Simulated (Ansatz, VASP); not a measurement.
# Cross-check of ScAlB4 between VASP and Ansatz

Aim: how closely do two programs agree when they are given the same cell, functional and k mesh? The cell is generated by rule, not measured, and may not be a known phase. The cell is taken from a series of runs on this material, whose earlier steps may have relaxed, scaled, displaced or heated it; both programs get it as it stands.

Program: Ansatz 0.2.0. Level of theory: plane waves, with VASP 6.6.1 beside it; relaxation of cell and atoms at LDA. Results are calculated unless marked as measured.

The structure was built from a prototype and need not be the compound's stable phase.

## (1) Set-up

Symmetry: F-43m, No. 216, cubic system. The conventional cell has a = 5.987 Å, b = 5.987 Å, c = 5.987 Å, α = 90.00°, β = 90.00°, γ = 90.00°. Nearest to Sc lie 12 B at 2.52 Å and 4 Al at 2.59 Å. Nearest to Al lie 12 B at 2.46 Å and 4 Sc at 2.59 Å. B has 6 B at 1.80 to 2.43 Å and 3 Al at 2.46 Å and 3 Sc at 2.52 Å nearest. Farther neighbours are not listed.

As a file:

```cif
data_structure
_symmetry_space_group_name_H-M 'F-43m'
_symmetry_Int_Tables_number 216
_cell_length_a 5.9875
_cell_length_b 5.9875
_cell_length_c 5.9875
_cell_angle_alpha 90.000
_cell_angle_beta 90.000
_cell_angle_gamma 90.000
_cell_volume 214.65
loop_
_atom_site_label
_atom_site_type_symbol
_atom_site_symmetry_multiplicity
_atom_site_Wyckoff_symbol
_atom_site_fract_x
_atom_site_fract_y
_atom_site_fract_z
_atom_site_occupancy
Sc1 Sc 4 a 0.50000 0.50000 0.00000 1
Al1 Al 4 c 0.25000 0.25000 0.25000 1
B1 B 16 e 0.39346 0.60654 0.39346 1
```

## (2) Ansatz: relaxation of cell and atoms, LDA

Ansatz runs on its default PAW (the set named soft_2) files.

The relaxed volume is the usual yardstick between codes: in a stiff, nearly cubic crystal its relative difference is about their pressure difference at one cell divided by the bulk modulus.

Contents of input.yaml:

```yaml
crystal:
  lattice:
    - [0.0, 2.9937386876, 2.9937386876]
    - [2.9937386876, 0.0, 2.9937386876]
    - [2.9937386876, 2.9937386876, 0.0]
  atoms:
    - { symbol: Sc, position: [0.25, 0.25, 0.25] }
    - { symbol: Al, position: [0.0, 0.0, 0.0] }
    - { symbol: B, position: [0.6434570323, 0.6434570323, 0.6434570323] }
    - { symbol: B, position: [0.0696289032, 0.6434570323, 0.6434570323] }
    - { symbol: B, position: [0.6434570323, 0.0696289032, 0.6434570323] }
    - { symbol: B, position: [0.6434570323, 0.6434570323, 0.0696289032] }
kpoints:
  mp_grid: { grid: [12, 12, 12] }
hamiltonian:
  xc: lda
scf:
  occupations: { method: methfessel_paxton, width: 0.2 }
output:
  forces: true
  stress: true
  eigenvalues: true
relax:
  adjacent_minimum: "off"
  f_tol: 0.001
  max_steps: 60
  cell: { stress_tol: 0.01 }
```

On the command line:

```sh
ansatz run input.yaml --threads 8 --pin off --max-ram 14336MiB --backend cpu --events-out ev --progress --plain --runs-dir out
```

Numbers of over 12 decimals in the logs are rounded to 6 here.

The program printed:

```text
Engine: ansatz 0.2.0, aarch64-unknown-linux-gnu
Pseudopotentials: kind: paw
Pseudopotential: Sc, paw, valence charge 11, recommended cutoff 420 eV (normal), Sc.paw.azcp
Pseudopotential: Al, paw, valence charge 3, recommended cutoff 420 eV (normal), Al.paw.azcp
Pseudopotential: B, paw, valence charge 3, recommended cutoff 420 eV (normal), B.paw.azcp
Functional definition: SPW92
  exchange = slater_x
  correlation = pw_c
Crystal: 6 atoms, lattice volume = 53.663 Å³
Basis set: ecut = 420 eV, 1067 PW (Γ)
Bands: 19, of which v1, the nominal top of the filled ones, is band 13 counted from 1 (12 counted from 0)
Symmetry: 24 space group operations
Space group: F-43m (ITA 216), of the structure as read, at distance tolerance 3.8e-5 Å
k-points: 72 of 1728 (time reversal used)
Non-local potential: Sc, projectors of the file, l = 0: 3, l = 1: 2, l = 2: 3, l = 3: 1
Non-local potential: Al, projectors of the file, l = 0: 2, l = 1: 2, l = 2: 1
Non-local potential: B, projectors of the file, l = 0: 2, l = 1: 2, l = 2: 1
PAW form: soft (Blöchl's): semilocal exchange-correlation on the pseudo side does not see the compensation charge
PAW frozen core: Sc, regenerated for the run's functional, and the local potential with it (the file was generated under x = pbe(κ = 0.804, μ = 0.219515), c = pbe(β = 0.066725))
PAW frozen core: Al, regenerated for the run's functional, and the local potential with it (the file was generated under x = pbe(κ = 0.804, μ = 0.219515), c = pbe(β = 0.066725))
PAW frozen core: B, regenerated for the run's functional, and the local potential with it (the file was generated under x = pbe(κ = 0.804, μ = 0.219515), c = pbe(β = 0.066725))
PAW one-centre angular grid: Sc, 590 points (default); XC on 64 Gauss nodes
PAW one-centre angular grid: Al, 110 points (default); XC on 64 Gauss nodes
PAW one-centre angular grid: B, 110 points (default); XC on 64 Gauss nodes
Initial density: superposition of atomic densities (neutral atoms: chi_scale 0, normalization atom), corrected by the library's trained network
Initial wavefunctions: pseudopotential atomic-orbital guess
Functional: x = slater, c = lda
SCF iter   1: F=—  HF=-3198.717198 eV  |F-HF|=—  |Δ(HF+E_count)|=         —  Δρ=9.06e-3  dr2=7.53e-2  ethr=1.77e-3  ⟨swp⟩=5.2  Hψ=6916  notcnv=0
preconditioner: auto → Kerker (q_TF=auto, 2.418 Å⁻¹)  [metal: Δε(μ)=0.034 eV  Ē_g=8.709 eV  σ=0.200 eV  W_gap=0.14  n_scr=14 (ndim 8)  ℏωp=21.5 eV  f_vac=0.000  D(μ)=1.79/eV (n_scr^D=14)]
SCF iter   2: F=—  HF=-3198.699742 eV  |F-HF|=—  |Δ(HF+E_count)|=   1.75e-2  S|Δr|=    0.00e0  Δρ=4.77e-3  dr2=1.96e-2  ethr=2.90e-4  ⟨swp⟩=1.0  Hψ=1944  notcnv=0
SCF iter   3: F=—  HF=-3198.693047 eV  |F-HF|=—  |Δ(HF+E_count)|=   6.69e-3  S|Δr|=    0.00e0  Δρ=1.32e-3  dr2=1.72e-3  ethr=7.54e-5  ⟨swp⟩=2.5  Hψ=1834  notcnv=0
SCF iter   4: F=—  HF=-3198.692432 eV  |F-HF|=—  |Δ(HF+E_count)|=   6.15e-4  S|Δr|=    0.00e0  Δρ=3.39e-4  dr2=4.35e-5  ethr=6.63e-6  ⟨swp⟩=2.0  Hψ=1773  notcnv=0
SCF iter   5: F=—  HF=-3198.692423 eV  |F-HF|=—  |Δ(HF+E_count)|=   9.10e-6  S|Δr|=    0.00e0  Δρ=3.88e-5  dr2=4.28e-7  ethr=1.67e-7  ⟨swp⟩=2.3  Hψ=1887  notcnv=0
SCF iter   6: F=-3198.692423 eV  HF=-3198.692423 eV  |F-HF|=3.03e-10  |Δ(HF+E_count)|=   1.33e-8  S|Δr|=    0.00e0  Δρ=3.72e-6  dr2=5.18e-9  ethr=3.85e-10  ⟨swp⟩=8.6  Hψ=5877  notcnv=0
SCF 1 converged in 6 iterations: F = -3198.692423 eV  dr2 = 5.18e-9
  greatest PAW one-centre occupation: 0.998 electrons in one spin orbital (limit 2), on the Sc atom at site 0 (counted from 0), in its partial waves of l = 0
relax step   1: F+E_penalty+E_count = -3198.69242286 eV  Δ(F+E_penalty+E_count) = +0.000e0 eV  max|allowed force component| = 7.352e-3 eV/Å  Δτ_max = 0.0000 Å  P = +0.043 GPa  Ω = 53.663 Å³  (6 SCF iters, dr2 threshold 1.00e-7 eV, accepted)
[...]
relax step   2: F+E_penalty+E_count = -3198.69240715 eV  Δ(F+E_penalty+E_count) = +1.571e-5 eV  max|allowed force component| = 6.352e-3 eV/Å  Δτ_max = 0.0003 Å  P = -0.008 GPa  Ω = 53.686 Å³  energy of the carried Pulay correction = -3.234e-5 eV  (4 SCF iters, dr2 threshold 4.72e-9 eV, accepted)
[...]
relax step   3: F+E_penalty+E_count = -3198.69240111 eV  Δ(F+E_penalty+E_count) = +6.043e-6 eV  max|allowed force component| = 2.552e-3 eV/Å  Δτ_max = 0.0010 Å  P = +0.037 GPa  Ω = 53.700 Å³  energy of the carried Pulay correction = -5.330e-5 eV  (5 SCF iters, dr2 threshold 2.52e-9 eV, accepted)
[...]
relax step   4: F+E_penalty+E_count = -3198.69239592 eV  Δ(F+E_penalty+E_count) = +5.190e-6 eV  max|allowed force component| = 3.773e-5 eV/Å  Δτ_max = 0.0002 Å  P = -0.002 GPa  Ω = 53.706 Å³  energy of the carried Pulay correction = -6.093e-5 eV  (4 SCF iters, dr2 threshold 3.42e-9 eV, accepted)
[...]
relax step   5: F+E_penalty+E_count = -3198.69247521 eV  Δ(F+E_penalty+E_count) = -7.929e-5 eV  max|allowed force component| = 6.338e-5 eV/Å  Δτ_max = 0.0000 Å  P = -0.000 GPa  Ω = 53.706 Å³  stress off target by 2.64e-4 GPa  SCF on the basis re-selected at this cell (its energy is not comparable with the rows above)  (4 SCF iters)
basis re-selected at this cell: Δ(F+E_penalty+E_count) = -7.929e-5 eV, ΔP = +0.002 GPa vs the last step (what re-selecting the basis moved, of the pressure what is left beyond the Pulay correction that the steps carried, after the strain that the cell walked since its last selection, with what the two solves' SCF thresholds leave and, on support functions, any second-order correction that the steps lacked; it is no m [...]
SCF converged after 4 iterations
Stability not checked: this state was not tested for a lower state beside it, because cold or Methfessel-Paxton smearing, or corrected tetrahedra, fill the levels in a way that the test cannot read (fill_not_monotonic; see scf.lower_state_search)
Free energy (F): -3198.692475 eV
Harris-Foulkes:  -3198.692475 eV  (|F-HF|=9.09e-13)
Internal energy: -3198.694928 eV  (E = F + TS)
E sigma→0 (E₀):  -3198.693088 eV
Entropy (-TS):   0.002453 eV (0.409 meV/atom)
Fermi energy:    12.222301 eV
--- Per-component energies (eV) ---
  E_band       = -32.166731
  E_kinetic    = 489.713890
  E_local      = -841.804123  (includes V_loc(G=0)·N_el)
  E_nonlocal   = 144.654188
  E_hartree    = 313.296896
  E_xc         = -275.360475
  E_vxc        = -316.704308  (∫ρ·V_xc dr)
  E_paw        = -1644.009713  (= ΣΔE_a)
  E_vpaw       = -134.620152  (= ΣTr[D̂ρ^β])
  E_aug_tail   = -0.000009  (compensation charges beyond the density's cutoff)
  E_ewald      = -1385.729559
  E_core_change = 0.543976  (= ΣΔE_core)
  E_smearing   = 0.002453  (= −TS)
  E_closure    = -0.000000  (closes the sum)
  Σ components = -3198.692475   (vs F -3198.692475, Δ=0.00e0)
--- Forces (eV/Å), atoms counted from 1 ---
  atom   1  Sc    -0.00000000    -0.00000000    -0.00000000
  atom   2  Al    -0.00000000    -0.00000000    -0.00000000
  atom   3  B      0.00006338     0.00006338     0.00006338
  atom   4  B      0.00006338    -0.00006338    -0.00006338
  atom   5  B     -0.00006338     0.00006338    -0.00006338
  atom   6  B     -0.00006338    -0.00006338     0.00006338
  max |Σ_I F_I| component: 3.13e-16 eV/Å
--- Stress (GPa, compression-positive) ---
       -0.000264      -0.000000      -0.000000
       -0.000000      -0.000264       0.000000
       -0.000000       0.000000      -0.000264
  P = ⅓ Tr σ = -0.0003 GPa (-0.003 kbar)
--- Band table (eV; the first three rows and the last of 72) ---
  k-point 0: bands = [... 9 lower, 9.2906, 9.2906, 9.4030, 9.4030, 9.4030, 12.4498, 16.8860, 16.8860, ... 2 higher]
  k-point 1: bands = [... 9 lower, 9.0881, 9.0881, 9.7415, 9.7966, 9.7966, 12.7713, 16.4473, 16.7726, ... 2 higher]
  k-point 2: bands = [... 9 lower, 9.0402, 9.0402, 10.3667, 10.3667, 10.4286, 13.6600, 15.6333, 16.4438, ... 2 higher]
  k-point 71: bands = [... 9 lower, 9.6759, 9.8450, 10.5492, 12.0897, 14.1696, 14.5700, 15.6027, 15.6264, ... 2 higher]
--- Relaxed structure (4 steps of the walk, 4 accepted, 1 SCFs on fresh bases) ---
  F+E_penalty+E_count = -3198.69247521 eV   max|allowed force component| = 6.338e-5 eV/Å   (the final SCF, on the basis selected at the relaxed cell)
  cell:  # Å, volume = 53.7059 Å³
    - [0, 2.994544, 2.994544]
    - [2.994544, 0, 2.994544]
    - [2.994544, 2.994544, 0]
  atoms:
    - { symbol: Sc, position: [0.25, 0.25, 0.25] }
    - { symbol: Al, position: [0, 0, 0] }
    - { symbol: B, position: [0.643564, 0.643564, 0.643564] }
    - { symbol: B, position: [0.069309, 0.643564, 0.643564] }
    - { symbol: B, position: [0.643564, 0.069309, 0.643564] }
    - { symbol: B, position: [0.643564, 0.643564, 0.069309] }
```

## (3) VASP: relaxation of cell and atoms, LDA

The same cell, functional (in two slightly different forms), mesh and smearing now go to VASP, with its own data sets.

Lines of VASP's logs that name or quote its potential files are left out, and so is its time.

Contents of INCAR:

```
SYSTEM = ScAlB4
PREC = Accurate
ENCUT = 500
EDIFF = 1E-07
NELM = 120
ISMEAR = 1
SIGMA = 0.2
LREAL = .FALSE.
ALGO = Normal
GGA = CA
NBANDS = 19
LASPH = .TRUE.
LORBIT = 11
LWAVE = .FALSE.
LCHARG = .FALSE.
ISIF = 3
IBRION = 2
NSW = 80
EDIFFG = -0.005
GGA_COMPAT = .FALSE.
NELMIN = 4
KPAR = 2
```

Contents of POSCAR:

```
ScAlB4
1.0
    0.0000000000      2.9937390000      2.9937390000
    2.9937390000      0.0000000000      2.9937390000
    2.9937390000      2.9937390000      0.0000000000
Sc Al B
1 1 4
Direct
    0.2499999165      0.2499999165      0.2499999165
    0.0000000000      0.0000000000      0.0000000000
    0.6434568945      0.6434568945      0.6434568945
    0.0696289824      0.6434568945      0.6434568945
    0.6434568945      0.0696289824      0.6434568945
    0.6434568945      0.6434568945      0.0696289824
```

Contents of KPOINTS:

```
Automatic mesh
0
Gamma
12 12 12
0 0 0
```

The projector-augmented-wave data sets are Sc_sv, Al and B (LDA family, release 64).

On the command line:

```sh
mpirun -np 2 vasp_std
```

The program printed:

```text
[banner, memory and clock lines left out]
running    2 mpi-ranks, on    1 nodes
 distrk:  each k-point on    1 cores,    2 groups
 distr:  one band on    1 cores,    1 groups

 POSCAR found type information on POSCAR ScAlB
 POSCAR found :  3 types and       6 ions
 LDA part: xc-table for (Slater(with rela. corr.)+CA(PZ))
 , standard interpolation
 POSCAR, INCAR and KPOINTS ok, starting setup
 FFT: planning ... GRIDC
 FFT: planning ... GRID_SOFT
 FFT: planning ... GRID
 WAVECAR not read
 entering main loop
       N       E                     dE             d eps       ncg     rms          rms(c)
DAV:   1     0.204524523205E+03    0.20452E+03   -0.12098E+04  2864   0.131E+03
DAV:   2    -0.231188955907E+02   -0.22764E+03   -0.22283E+03  2918   0.407E+02
DAV:   3    -0.412749789200E+02   -0.18156E+02   -0.17250E+02  4551   0.103E+02
DAV:   4    -0.417384727036E+02   -0.46349E+00   -0.45867E+00  4480   0.176E+01
DAV:   5    -0.417414808920E+02   -0.30082E-02   -0.30043E-02  4239   0.111E+00    0.144E+01
DAV:   6    -0.385484253497E+02    0.31931E+01   -0.14011E+01  4661   0.356E+01    0.595E+00
DAV:   7    -0.384970708407E+02    0.51355E-01   -0.90178E-01  4424   0.942E+00    0.439E+00
DAV:   8    -0.384667488346E+02    0.30322E-01   -0.52565E-02  4402   0.185E+00    0.116E+00
DAV:   9    -0.384641856320E+02    0.25632E-02   -0.92109E-03  4133   0.838E-01    0.153E-01
DAV:  10    -0.384640405775E+02    0.14505E-03   -0.12599E-03  4594   0.420E-01    0.356E-02
DAV:  11    -0.384640376223E+02    0.29551E-05   -0.13770E-04  4501   0.142E-01    0.128E-02
DAV:  12    -0.384640342545E+02    0.33678E-05   -0.32096E-05  4660   0.601E-02    0.384E-03
DAV:  13    -0.384640339972E+02    0.25722E-06   -0.16981E-06  4664   0.128E-02    0.111E-03
DAV:  14    -0.384640339972E+02    0.81627E-10   -0.35212E-08  2010   0.231E-03
   1 F= -.38464034E+02 E0= -.38464838E+02  d E =-.384640E+02
[...]
2 F= -.38464290E+02 E0= -.38465124E+02  d E =-.255702E-03
[...]
3 F= -.38464340E+02 E0= -.38465165E+02  d E =-.305528E-03
[...]
4 F= -.38464440E+02 E0= -.38465276E+02  d E =-.100377E-03
 trial-energy change:   -0.000100  1 .order   -0.000101   -0.000147   -0.000054
 step:   1.4878(harm=  1.4878)  dis= 0.00122  next Energy=   -38.464456 (dE=-0.116E-03)
 bond charge predicted
       N       E                     dE             d eps       ncg     rms          rms(c)
DAV:   1    -0.384644696875E+02   -0.29725E-04   -0.32585E-03  3145   0.448E-01    0.402E-02
DAV:   2    -0.384644586800E+02    0.11008E-04   -0.15407E-04  3795   0.106E-01    0.143E-02
DAV:   3    -0.384644542776E+02    0.44024E-05   -0.20143E-05  3754   0.338E-02    0.302E-03
DAV:   4    -0.384644543118E+02   -0.34197E-07   -0.15846E-06  3905   0.107E-02    0.228E-03
DAV:   5    -0.384644542916E+02    0.20254E-07   -0.69302E-08  1736   0.212E-03
   5 F= -.38464454E+02 E0= -.38465295E+02  d E =-.114766E-03
 curvature:  -0.88 expect dE=-0.123E-06 dE for cont linesearch -0.419E-07
 trial: gam= 0.00000 g(F)=  0.900E-07 g(S)=  0.500E-07 ort =-0.296E-05 (trialstep = 0.105E+01)
 search vector abs. value=  0.140E-06
 reached required accuracy - stopping structural energy minimisation
```

(Part 1 of 2 ends here.)

[Lines on the potential files, build, host, timing and source positions are cut from VASP's logs without a mark.]

[Logs are printed without paths, hosts, clocks, repeated set-up lines and the standing remarks that a program may print on its own settings, such as how far it seeks lower states.]

[Hosts, paths, dates, database ids (printed as entryN), source tags and the programs' standing remarks are cut or masked in the printed files.]
